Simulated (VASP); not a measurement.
Computed with LDA (Ceperley-Alder, Perdew-Zunger) with spin-orbit coupling, VASP's LDA PAW potentials (set 64) (plane waves; VASP).

A VASP calculation is set up with these files.

**INCAR**
```
! general
SYSTEM     = CdTe
PREC       = Accurate
ENCUT      = 400
LREAL      = .FALSE.
LASPH      = .TRUE.

! electronic loop
EDIFF      = 1E-6
NELM       = 100
ALGO       = Normal
LMAXMIX    = 4

! smearing
ISMEAR     = 0
SIGMA      = 0.05

! functional
GGA_COMPAT = .FALSE.

! spin
MAGMOM     = 6*0
LSORBIT    = .TRUE.

! output
LWAVE      = .FALSE.
LCHARG     = .FALSE.
```

File KPOINTS_OPT:
```
k-points along high-symmetry lines
8
Line-mode
Reciprocal
  0.000000   0.000000   0.000000 ! GAMMA
 -0.500000  -0.500000   0.000000 ! X

 -0.500000  -0.500000   0.000000 ! X
 -0.375000  -0.375000   0.250000 ! U

 -0.375000  -0.000000   0.375000 ! K
  0.000000   0.000000   0.000000 ! GAMMA

  0.000000   0.000000   0.000000 ! GAMMA
  0.000000   0.000000   0.500000 ! L

  0.000000   0.000000   0.500000 ! L
 -0.500000  -0.250000   0.250000 ! W

 -0.500000  -0.250000   0.250000 ! W
 -0.500000  -0.500000   0.000000 ! X
```

KPOINTS:
```
Automatic mesh
0
Gamma
7 7 7
0 0 0
```

### POSCAR
```
CdTe
1
   -0.0000000000     3.2028670773     3.2028670773
    3.2028670773    -0.0000000000     3.2028670773
    3.2028670773     3.2028670773    -0.0000000000
Cd Te
1 1
Direct
  1.0000000000   1.0000000000   1.0000000000
  0.2500000000   0.2500000000   0.2500000000
```

POTCAR, in this order: Cd Te (LDA.64 set). Program: vasp_ncl.

Output

### OSZICAR
```
       N       E                     dE             d eps       ncg     rms          rms(c)
DAV:   1     0.980066534287E+02    0.98007E+02   -0.70878E+03  1568   0.981E+02
DAV:   2    -0.168103084866E+01   -0.99688E+02   -0.96801E+02  1760   0.272E+02
DAV:   3    -0.636262363341E+01   -0.46816E+01   -0.46573E+01  1786   0.606E+01
DAV:   4    -0.642516684009E+01   -0.62543E-01   -0.62508E-01  1970   0.598E+00
DAV:   5    -0.642574496672E+01   -0.57813E-03   -0.57812E-03  1766   0.595E-01    0.698E+00
DAV:   6    -0.620276754584E+01    0.22298E+00   -0.43566E-01  1672   0.970E+00    0.524E+00
DAV:   7    -0.618276055404E+01    0.20007E-01   -0.12905E-01  1694   0.260E+00    0.262E+00
DAV:   8    -0.618037763751E+01    0.23829E-02   -0.81929E-03  1722   0.113E+00    0.979E-01
DAV:   9    -0.617980409696E+01    0.57354E-03   -0.60272E-04  1712   0.261E-01    0.317E-01
DAV:  10    -0.617972566517E+01    0.78432E-04   -0.37564E-04  1634   0.195E-01    0.574E-02
DAV:  11    -0.617972611223E+01   -0.44706E-06   -0.19299E-05  1758   0.571E-02    0.285E-02
DAV:  12    -0.617972850530E+01   -0.23931E-05   -0.96956E-06  1786   0.337E-02    0.157E-02
DAV:  13    -0.617972788667E+01    0.61863E-06   -0.16507E-06  1392   0.167E-02
   1 F= -.61797279E+01 E0= -.61797279E+01  d E =-.140176E-09  mag=     0.0000    -0.0000    -0.0000
       N       E                     dE             ncg
       N       E                     dE             ncg
```

OUTCAR:
```
------------------------ aborting loop because EDIFF is reached ----------------------------------------
  FORCE on cell =-STRESS in cart. coord.  units (eV):
  Direction    XX          YY          ZZ          XY          YZ          ZX
  --------------------------------------------------------------------------------------
  Total        0.0261547      0.0261547      0.0261547     -0.0000000     -0.0000000     -0.0000000
  in kB        0.6376947      0.6376947      0.6376947     -0.0000000     -0.0000000     -0.0000000
  external PRESSURE =       0.6376947 kB  Pullay stress =       0.0000000 kB
  volume of cell :       65.71
      direct lattice vectors                 reciprocal lattice vectors
     0.000000000  3.202867077  3.202867077    -0.156110131  0.156110131  0.156110131
     3.202867077  0.000000000  3.202867077     0.156110131 -0.156110131  0.156110131
     3.202867077  3.202867077  0.000000000     0.156110131  0.156110131 -0.156110131
  FREE ENERGIE OF THE ION-ELECTRON SYSTEM (eV)
  ---------------------------------------------------
  free  energy   TOTEN  =        -6.1797278867 eV

  energy  without entropy=       -6.1797278865  energy(sigma->0) =       -6.17972789

 Ion:    1  E_soc:     -0.0650681

 Ion:    2  E_soc:     -0.2032068
```
(Selected blocks of OUTCAR.)

The compound is CdTe in the zinc blende structure. It was relaxed first.
